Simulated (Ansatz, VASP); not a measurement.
# Se (Selenium) in two plane-wave programs, part 2 of 3

Wanted: the spread between two codes on one cell, functional and k mesh.  Valence electrons are named where the data sets of a main pair hold unlike numbers.

VASP 6.6.1 and Ansatz 0.2.0.

So far: The structure; VASP: band structure, HSE06.

## 3. Ansatz: band structure, HSE06

Level of this step: Ansatz beside VASP: Kohn-Sham DFT, plane waves, HSE06 (Ansatz).

Ansatz runs on its default PAW (the set named soft_2) files.

The same cell, functional, mesh and smearing now go to Ansatz, which takes its cutoff from its data sets.

File input.yaml:

```yaml
crystal:
  lattice:
    - [4.3662, 0.0, 0.0]
    - [-2.1831, 3.781240118, 0.0]
    - [0.0, 0.0, 4.9536]
  atoms:
    - { symbol: Se, position: [0.2254, 0.0, 0.3333333333] }
    - { symbol: Se, position: [0.0, 0.2254, 0.6666666667] }
    - { symbol: Se, position: [0.7746, 0.7746, 0.0] }
hamiltonian:
  xc: { exchange: pbe, correlation: pbe, exx: { coeff: 0.25, omega: 0.2 } }
  pseudopotentials: { kind: paw }
kpoints:
  mp_grid: { grid: [4, 4, 3] }
  band_path:
    path:
      - [0.0, 0.0, 0.0]
      - [0.4, 0.0, 0.0]
      - [0.4, 0.2, 0.0]
      - [0.2, 0.2, 0.0]
      - [0.0, 0.0, 0.1]
      - [0.0, 0.0, 0.5]
      - [0.4, 0.0, 0.5]
      - [0.5, 0.0, 0.5]
      - [0.4, 0.2, 0.5]
      - [0.33333, 0.33333, 0.5]
      - [0.2, 0.2, 0.5]
      - [0.5, 0.0, 0.4]
      - [0.33333, 0.33333, 0.0]
      - [0.33333, 0.33333, 0.5]
    npoints: 1
scf:
  occupations: { method: gaussian, width: 0.02 }
  n_extra_bands: 7
output:
  forces: true
  stress: true
  eigenvalues: true
  write_density: true
  write_potential: true
  elf: true
  volumetric_format: npy
```

The run is started by

```
> ansatz run input.yaml --threads 4 --pin off --max-ram 9216MiB --backend cpu --events-out ev --progress --plain --runs-dir out
```

Numbers of over 12 decimals in the logs are rounded to 6 here.

The log of the run:

```text
Warning: output.stress: scf.convergence.dr2_threshold = 1e-7 eV (the SCF's general default) is looser than the 3e-10 eV advised for a printed stress (1e-10 eV for each atom of the cell: 3). What an SCF threshold leaves in a stress goes as its square root, and in the free energy as the threshold itself, and one threshold admits the most on a small cell: [figures from the program's tests cut] Set scf.convergence.dr2_threshold to 3e-10 eV or tighter. The threshold is an SCF's pass mark: one that does not reach it within its budget of iterations ends unconverged, or closes short of it on a stop that the run arms, and scf.convergence.dr2_threshold's page says what that costs each kind of run
Warning: output.stress: scf.exx.energy_threshold = 1e-6 eV is looser than the 3e-8 eV advised for a stress under a hybrid functional (1e-8 eV for each atom of the cell: 3). Every SCF of the exchange loop can meet its threshold on dr2 while the loop round them stops early: no threshold on dr2 bounds what that leaves in the stress. Set scf.exx.energy_threshold to 3e-8 eV or tighter. The threshold is the loop's pass mark: a loop that does not reach it within its budget of cycles ends unconverged, and scf.exx.energy_threshold's page has the law
scf.n_extra_bands = 7 over 24 filled bands (N_el = 48.0): the run solves 31 bands
Engine: ansatz 0.2.0, x86_64-unknown-linux-gnu
Pseudopotentials: kind: paw
Pseudopotential: Se, paw, valence charge 16, recommended cutoff 420 eV (normal), Se.paw.azcp
Functional definition: unnamed
  parameter a_1 = 0.25
  parameter omega_1 = 0.2/angstrom
  exchange = pbe_x + (-a_1)*pbe_x_sr(omega_1) + a_1*exact_x_sr(omega_1)
  correlation = pbe_c
Crystal: 3 atoms, lattice volume = 81.782 Å³
Basis set: ecut = 420 eV, 1583 PW (Γ), exchange–correlation on 60×60×72 points (8 copies of the dense FFT grid, shifted against one another)
Bands: 31, of which v1, the nominal top of the filled ones, is band 24 counted from 1 (23 counted from 0)
Symmetry: 6 space group operations
Space group: P3121 (ITA 152), of the structure as read, at distance tolerance 4.3e-5 Å
k-points: 9 of 48 (time reversal used)
Non-local potential: Se, projectors of the file, l = 0: 2, l = 1: 2, l = 2: 3, l = 3: 1
PAW form: soft (Blöchl's): semilocal exchange-correlation on the pseudo side does not see the compensation charge
PAW frozen core: Se, regenerated for the run's functional, and the local potential with it (the file was generated under x = pbe(κ = 0.804, μ = 0.219515), c = pbe(β = 0.066725))
PAW one-centre angular grid: Se, 590 points (default); XC on 64 Gauss nodes
Initial density: superposition of atomic densities (neutral atoms: chi_scale 0, normalization atom), corrected by the library's trained network
Initial wavefunctions: pseudopotential atomic-orbital guess
Functional: x = pbe(κ = 0.804, μ = 0.219515), c = pbe(β = 0.066725), warm-up for x = pbe(κ = 0.804, μ = 0.219515) + 0.25 (exact − pbe) at short range (hse, ω = 0.2 Å⁻¹), c = pbe(β = 0.066725)
SCF iter   1: F=—  HF=-16407.199052 eV  |F-HF|=—  |Δ(HF+E_count)|=         —  Δρ=1.43e-3  dr2=1.01e-3  ethr=1.77e-3  ⟨swp⟩=7.7  Hψ=1139  notcnv=0
preconditioner: auto → none  [insulator: Δε(μ)=1.593 eV  Ē_g=11.737 eV  σ=0.020 eV  W_gap=1.00  n_scr=20 (ndim 8)  ℏωp=17.4 eV  f_vac=0.095  D(μ)=0.00/eV (n_scr^D=0)]
SCF iter   2: F=-16407.200304 eV  HF=-16407.199959 eV  |F-HF|=3.44e-4  |Δ(HF+E_count)|=   9.07e-4  Δρ=6.58e-4  dr2=1.54e-4  ethr=2.09e-6  ⟨swp⟩=4.6  Hψ=872  notcnv=0  defer=4
SCF 1 stopped early in 2 iterations: F = -16407.200304 eV  dr2 = 1.54e-4
  greatest PAW one-centre occupation: 1.000 electrons in one spin orbital (limit 2), on the Se atom at site 2 (counted from 0), in its partial waves of l = 2
Initial density: handed on by an earlier stage of this run
Initial wavefunctions: those handed on with the density
Functional: x = pbe(κ = 0.804, μ = 0.219515) + 0.25 (exact − pbe) at short range (hse, ω = 0.2 Å⁻¹), c = pbe(β = 0.066725)
Exchange kernel: α = 0.2500, screened, ω = 0.2000 Å⁻¹, Wigner–Seitz truncation, v(0) = 1113.2958 eV·Å³, q-mesh 4×4×3, nearest image of the exchange supercell L = 14.86 Å, pair-density grid 18×18×24, without the augmentation charges, whose exchange is taken in its separable form by FFT convolution over the k-point mesh (sized by the pseudopotential files, 27×27×36 at the most), smooth part of the exact exchange by density-matrix convolution
Frozen-core exchange: fock
SCF iter   1: F=—  HF=-16411.412499 eV  |F-HF|=—  |Δ(HF+E_count)|=         —  Δρ=4.94e-3  dr2=1.07e-2  ethr=3.22e-6  ⟨swp⟩=5.9  Hψ=1192  notcnv=0
preconditioner: auto → none  [insulator: Δε(μ)=2.373 eV  Ē_g=13.190 eV  σ=0.020 eV  W_gap=1.00  n_scr=20 (ndim 8)  ℏωp=17.4 eV  f_vac=0.096  D(μ)=0.00/eV (n_scr^D=0)]
SCF iter   2: F=—  HF=-16411.399038 eV  |F-HF|=—  |Δ(HF+E_count)|=   1.35e-2  Δρ=2.20e-3  dr2=2.73e-3  ethr=3.22e-6  ⟨swp⟩=4.0  Hψ=909  notcnv=0
iter 3 solved again at ethr=2.66e-7 eV; its pass at ethr=3.22e-6 eV (dr2=1.27e-4 eV) is discarded
SCF iter   3: F=—  HF=-16411.398478 eV  |F-HF|=—  |Δ(HF+E_count)|=   5.60e-4  Δρ=6.16e-4  dr2=1.84e-3  ethr=2.66e-7  ⟨swp⟩=2.0  Hψ=995  notcnv=0
SCF iter   4: F=—  HF=-16411.412860 eV  |F-HF|=—  |Δ(HF+E_count)|=   1.44e-2  Δρ=7.72e-4  dr2=3.12e-4  ethr=2.54e-7  ⟨swp⟩=4.0  Hψ=994  notcnv=0
SCF iter   5: F=—  HF=-16411.412738 eV  |F-HF|=—  |Δ(HF+E_count)|=   1.22e-4  Δρ=7.26e-5  dr2=4.74e-5  ethr=2.54e-7  ⟨swp⟩=3.0  Hψ=713  notcnv=0
SCF iter   6: F=—  HF=-16411.413018 eV  |F-HF|=—  |Δ(HF+E_count)|=   2.80e-4  Δρ=1.36e-4  dr2=1.22e-5  ethr=9.65e-9  ⟨swp⟩=4.0  Hψ=910  notcnv=0
SCF iter   7: F=-16411.413014 eV  HF=-16411.413014 eV  |F-HF|=1.43e-7  |Δ(HF+E_count)|=   3.52e-6  Δρ=5.56e-6  dr2=1.56e-6  ethr=9.65e-9  ⟨swp⟩=4.0  Hψ=604  notcnv=0
SCF 2 stopped early in 7 iterations: F = -16411.413014 eV  dr2 = 1.56e-6
  Residual-converged pass: ⟨swp⟩=4.0  Hψ=759  notcnv=0  max |occ|·‖R‖ = 6.4e-6 eV (tolerance 6.7e-6 eV)  dr2=1.55e-6  dr2_onsite=3.69e-9  max |Δocc| = 0.0e0
  greatest PAW one-centre occupation: 1.000 electrons in one spin orbital (limit 2), on the Se atom at site 1 (counted from 0), in its partial waves of l = 2
hybrid outer 1: dexx = +1.692e-2 eV, tail = 3.40e-4 eV
Exchange kernel: α = 0.2500, screened, ω = 0.2000 Å⁻¹, Wigner–Seitz truncation, v(0) = 1113.2958 eV·Å³, q-mesh 4×4×3, nearest image of the exchange supercell L = 14.86 Å, pair-density grid 18×18×24, without the augmentation charges, whose exchange is taken in its separable form by FFT convolution over the k-point mesh (sized by the pseudopotential files, 27×27×36 at the most), smooth part of the exact exchange by density-matrix convolution
Frozen-core exchange: fock
SCF iter   1: F=—  HF=-16411.413555 eV  |F-HF|=—  |Δ(HF+E_count)|=         —  Δρ=5.83e-5  dr2=1.40e-6  ethr=3.54e-6  ⟨swp⟩=2.6  Hψ=566  notcnv=0
preconditioner: auto → none  [insulator: Δε(μ)=2.429 eV  Ē_g=13.213 eV  σ=0.020 eV  W_gap=1.00  n_scr=20 (ndim 8)  ℏωp=17.4 eV  f_vac=0.100  D(μ)=0.00/eV (n_scr^D=0)]
SCF iter   2: F=—  HF=-16411.413559 eV  |F-HF|=—  |Δ(HF+E_count)|=   3.66e-6  Δρ=2.59e-5  dr2=4.30e-7  ethr=2.45e-9  ⟨swp⟩=4.0  Hψ=975  notcnv=0
SCF iter   3: F=—  HF=-16411.413559 eV  |F-HF|=—  |Δ(HF+E_count)|=   1.78e-7  Δρ=4.79e-6  dr2=2.20e-7  ethr=4.38e-10  ⟨swp⟩=3.0  Hψ=721  notcnv=0
SCF iter   4: F=—  HF=-16411.413560 eV  |F-HF|=—  |Δ(HF+E_count)|=   1.17e-6  Δρ=6.89e-6  dr2=3.11e-8  ethr=2.93e-11  ⟨swp⟩=4.4  Hψ=1026  notcnv=0
SCF iter   5: F=—  HF=-16411.413560 eV  |F-HF|=—  |Δ(HF+E_count)|=   8.12e-9  Δρ=1.20e-6  dr2=3.82e-9  ethr=2.93e-11  ⟨swp⟩=3.0  Hψ=553  notcnv=0
SCF iter   6: F=-16411.413560 eV  HF=-16411.413560 eV  |F-HF|=8.51e-10  |Δ(HF+E_count)|=   2.22e-8  Δρ=1.25e-6  dr2=1.13e-9  ethr=1.00e-12  ⟨swp⟩=4.0  Hψ=792  notcnv=0
SCF 3 converged in 6 iterations: F = -16411.413560 eV  dr2 = 1.13e-9
  Residual-converged pass: ⟨swp⟩=2.0  Hψ=466  notcnv=0  max |occ|·‖R‖ = 5.3e-7 eV (tolerance 5.4e-7 eV)  dr2=1.13e-9  dr2_onsite=6.04e-10  max |Δocc| = 0.0e0
  greatest PAW one-centre occupation: 1.000 electrons in one spin orbital (limit 2), on the Se atom at site 0 (counted from 0), in its partial waves of l = 2
hybrid outer 2: dexx = +1.702e-6 eV, tail = 9.32e-8 eV, Δε = 3.45e-3 eV (about 1.62e-4 eV left of the loop's levels), ΔF = 1.59e-2 eV/Å (tail 3.42e-3)
Exchange kernel: α = 0.2500, screened, ω = 0.2000 Å⁻¹, Wigner–Seitz truncation, v(0) = 1113.2958 eV·Å³, q-mesh 4×4×3, nearest image of the exchange supercell L = 14.86 Å, pair-density grid 18×18×24, without the augmentation charges, whose exchange is taken in its separable form by FFT convolution over the k-point mesh (sized by the pseudopotential files, 27×27×36 at the most), smooth part of the exact exchange by density-matrix convolution
Frozen-core exchange: fock
SCF iter   1: F=—  HF=-16411.413560 eV  |F-HF|=—  |Δ(HF+E_count)|=         —  Δρ=2.53e-6  dr2=3.67e-9  ethr=9.71e-10  ⟨swp⟩=8.6  Hψ=654  notcnv=0
preconditioner: auto → none  [insulator: Δε(μ)=2.430 eV  Ē_g=13.213 eV  σ=0.020 eV  W_gap=1.00  n_scr=20 (ndim 8)  ℏωp=17.4 eV  f_vac=0.100  D(μ)=0.00/eV (n_scr^D=0)]
SCF iter   2: F=-16411.413560 eV  HF=-16411.413560 eV  |F-HF|=1.09e-11  |Δ(HF+E_count)|=  6.55e-10  Δρ=3.80e-7  dr2=1.66e-10  ethr=7.35e-12  ⟨swp⟩=4.0  Hψ=751  notcnv=0
SCF 4 converged in 2 iterations: F = -16411.413560 eV  dr2 = 1.66e-10
  Residual-converged pass: ⟨swp⟩=2.0  Hψ=492  notcnv=0  max |occ|·‖R‖ = 7.5e-7 eV (tolerance 7.6e-7 eV)  dr2=1.67e-10  dr2_onsite=2.69e-11  max |Δocc| = 0.0e0
hybrid outer 3: dexx = +7.913e-10 eV, tail = 4.19e-10 eV, Δε = 7.54e-5 eV (about 1.18e-5 eV left of the loop's levels), ΔF = 5.67e-4 eV/Å (tail 4.09e-4)
NSCF: frozen V_eff on 14 k-points
hybrid SCF converged: 3 outer / 15 inner (+2 warm-up), last move |dexx| = 7.91e-10 eV, tail = 4.19e-10 eV
Stability not checked: this state was not tested for a lower state beside it, because the functional holds exact exchange (a hybrid, or Hartree-Fock), whose exchange loop this test does not read (fock_operator; see scf.lower_state_search)
Free energy (F): -16411.413560 eV
Frozen-core exchange: fock
Harris-Foulkes:  -16411.413560 eV  (|F-HF|=1.09e-11)
Internal energy: -16411.413560 eV  (E = F + TS)
E sigma→0 (E₀):  -16411.413560 eV
Fermi energy:    7.253070 eV
--- Per-component energies (eV) ---
  E_band       = -1376.038142
  E_kinetic    = 349.196967
  E_local      = -7735.091830  (includes V_loc(G=0)·N_el)
  E_nonlocal   = -1784.815986
  E_hartree    = 3789.444372
  E_xc         = -249.333364
  E_vxc        = -233.750943  (∫ρ·V_xc dr)
  E_exx        = -204.909807  (= α·E_x^exact, valence–valence)
  E_paw        = -5591.114067  (= ΣΔE_a)
  E_vpaw       = 859.356196  (= ΣTr[D̂ρ^β])
  E_aug_tail   = -0.001821  (compensation charges beyond the density's cutoff)
  E_ewald      = -4981.574654
  E_core_change = -3.213371  (= ΣΔE_core)
  E_smearing   = -0.000000  (= −TS)
  E_closure    = -0.000000  (closes the sum)
  Σ components = -16411.413560   (vs F -16411.413560, Δ=0.00e0)
--- Forces (eV/Å), atoms counted from 1 ---
  atom   1  Se    -0.17559658    -0.00000000    -0.00000000
  atom   2  Se     0.08779829    -0.15207110    -0.00000000
  atom   3  Se     0.08779829     0.15207110     0.00000000
  max |Σ_I F_I| component: 8.33e-17 eV/Å
--- Stress (GPa, compression-positive) ---
        0.905706       0.000000      -0.000000
       -0.000000       0.905706      -0.000000
       -0.000000       0.000000       0.361244
  P = ⅓ Tr σ = 0.7242 GPa (7.242 kbar)
--- Band table (eV; the first three rows and the last of 9) ---
  k-point 0: bands = [... 20 lower, 2.3472, 4.0274, 4.0274, 5.8036, 9.1641, 9.1641, 9.4350, 13.4687, ... 3 higher]
  k-point 1: bands = [... 20 lower, 2.7255, 4.2789, 4.7890, 5.0919, 8.4677, 8.5811, 8.6805, 13.7789, ... 3 higher]
  k-point 2: bands = [... 20 lower, 2.4849, 4.0897, 4.5688, 5.4138, 9.1149, 9.2468, 10.0825, 13.2157, ... 3 higher]
  k-point 8: bands = [... 20 lower, 1.9717, 4.2363, 5.1920, 6.0382, 8.8683, 9.8891, 10.4805, 13.6226, ... 3 higher]
```

Elapsed: 27 s, on 4 threads of Intel Xeon Platinum 8488C (Sapphire Rapids), shared host; peak memory 0.89 GiB.

The column dr2 measures how far the density is from self-consistency, as an energy; F and HF (Harris–Foulkes) agree once it is small.

## 4. Comparison

Known differences besides the potentials themselves: exact exchange at q = 0 is treated differently, which shows on coarse meshes; VASP keeps PBE cores, Ansatz makes them for the functional; the data sets hold 48 valence electrons in Ansatz (on its default PAW (the set named soft_2) files) and 18 in VASP; the cutoff is 420 eV in Ansatz and 400 eV in VASP; VASP takes a coarser grid for exact exchange (PRECFOCK = Fast). Total energies have different zeros and are not compared.

Both answers:

```tsv
quantity	Ansatz	VASP	difference
gap over the path points (eV)	1.792	1.783	+0.009
```

Forces (eV/Å; atoms numbered as in POSCAR):

```tsv
atom	Ansatz x, y, z	VASP x, y, z
Se1	-0.176, 0.000, 0.000	-0.211, 0.000, 0.000
Se2	0.088, -0.152, 0.000	0.106, -0.183, 0.000
Se3	0.088, 0.152, 0.000	0.106, 0.183, 0.000
```

Levels at points of the path, from each program's valence-band top (eV; 4 filled, then empty):

```tsv
k (reciprocal lattice)	Ansatz	VASP
0.000 0.000 0.000	-4.08 -2.40 -2.40 -0.62 2.73 2.73 3.01	-4.07 -2.40 -2.40 -0.63 2.73 2.73 3.02
0.400 0.000 0.000	-3.93 -2.90 -1.98 -1.19 2.72 3.09 4.72	-3.92 -2.90 -1.97 -1.18 2.72 3.10 4.71
0.400 0.200 0.000	-3.46 -3.17 -2.45 -1.70 3.29 3.87 4.75	-3.45 -3.16 -2.45 -1.69 3.29 3.87 4.75
0.200 0.200 0.000	-3.68 -2.65 -2.06 -1.43 3.04 3.40 3.98	-3.67 -2.64 -2.05 -1.43 3.04 3.39 3.99
0.000 0.000 0.100	-3.94 -2.41 -2.27 -0.71 2.63 2.64 2.89	-3.93 -2.41 -2.26 -0.71 2.62 2.64 2.91
0.000 0.000 0.500	-3.67 -1.82 -1.82 -1.39 1.95 1.95 2.02	-3.66 -1.82 -1.82 -1.39 1.96 1.96 2.02
0.400 0.000 0.500	-4.56 -2.11 -1.56 -0.26 2.47 3.36 3.83	-4.55 -2.10 -1.55 -0.26 2.46 3.37 3.84
0.500 0.000 0.500	-4.64 -2.15 -1.58 0.00 2.42 3.50 3.87	-4.62 -2.14 -1.57 0.00 2.41 3.50 3.87
0.400 0.200 0.500	-5.21 -1.29 -1.06 -0.06 2.07 3.51 3.73	-5.19 -1.29 -1.06 -0.06 2.06 3.52 3.73
0.333 0.333 0.500	-5.47 -1.18 -0.29 -0.29 1.79 3.60 3.60	-5.45 -1.18 -0.29 -0.29 1.78 3.60 3.60
```

The forces differ by 21 meV/Å r.m.s., which is 16.9 % of the r.m.s. force of 0.122 eV/Å (both taken over all components). Among the levels compared at these points, filled levels agree within 18 meV and empty ones within 13 meV.

## 5. Further runs

Further runs change the set-up of one program: Ansatz's method, potentials or start, or VASP's data sets, cutoff or form of LDA. The table gives Ansatz less VASP for each quantity, since a change that brings one quantity closer may part another.

```tsv
run	r.m.s. force difference (meV/Å)	gap over the path points (eV)
as above	21	0.0094
cores kept as stored	19	0.0092
Ansatz's larger PAW set (cutoff 580 eV)	18	0.022
```

## 6. Ansatz: band structure, PBE-EpsX with an exact-exchange share of 0.09

Levels along a path test the potential and the projectors away from the mesh points.

input.yaml, as its differences from that of step 3:

```diff
@@ -10,3 +10,3 @@
 hamiltonian:
-  xc: { exchange: pbe, correlation: pbe, exx: { coeff: 0.25, omega: 0.2 } }
+  xc: { exchange: pbe, correlation: pbe, exx: { coeff: 0.09 } }
   pseudopotentials: { kind: paw }
@@ -38,5 +38 @@
   eigenvalues: true
-  write_density: true
-  write_potential: true
-  elf: true
-  volumetric_format: npy
```

The log of the run:

```text
[...]
Crystal: 3 atoms, lattice volume = 81.782 Å³
Basis set: ecut = 420 eV, 1583 PW (Γ), exchange–correlation on 60×60×72 points (8 copies of the dense FFT grid, shifted against one another)
Bands: 31, of which v1, the nominal top of the filled ones, is band 24 counted from 1 (23 counted from 0)
Symmetry: 6 space group operations
[...]
k-points: 9 of 48 (time reversal used)
[...]
P = ⅓ Tr σ = 1.9917 GPa (19.917 kbar)
--- Band table (eV; the first three rows and the last of 9) ---
  k-point 0: bands = [... 20 lower, 2.7092, 4.4211, 4.4211, 6.1155, 9.0338, 9.0338, 9.3105, 13.3173, ... 3 higher]
  k-point 1: bands = [... 20 lower, 3.0676, 4.6411, 5.1415, 5.4211, 8.3887, 8.5077, 8.5995, 13.6514, ... 3 higher]
  k-point 2: bands = [... 20 lower, 2.8638, 4.4444, 4.8738, 5.7264, 9.0111, 9.1349, 9.9493, 13.1047, ... 3 higher]
  k-point 8: bands = [... 20 lower, 2.3832, 4.5459, 5.4648, 6.2734, 8.7872, 9.7490, 10.3351, 13.4912, ... 3 higher]
[key lines of the parts left out:]
Free energy (F): -16408.613469 eV
Fermi energy:    7.331184 eV
```

Elapsed: 24 s, on 4 threads; peak memory 0.88 GiB.

(Part 2 of 3 ends here.)

[Lines on the potential files, build, host, timing and source positions are cut from VASP's logs without a mark.]

[Logs are printed without paths, hosts, clocks, repeated set-up lines and the standing remarks that a program may print on its own settings, such as how far it seeks lower states.]

[Hosts, paths, dates, database ids (printed as entryN), source tags and the programs' standing remarks are cut or masked in the printed files.]
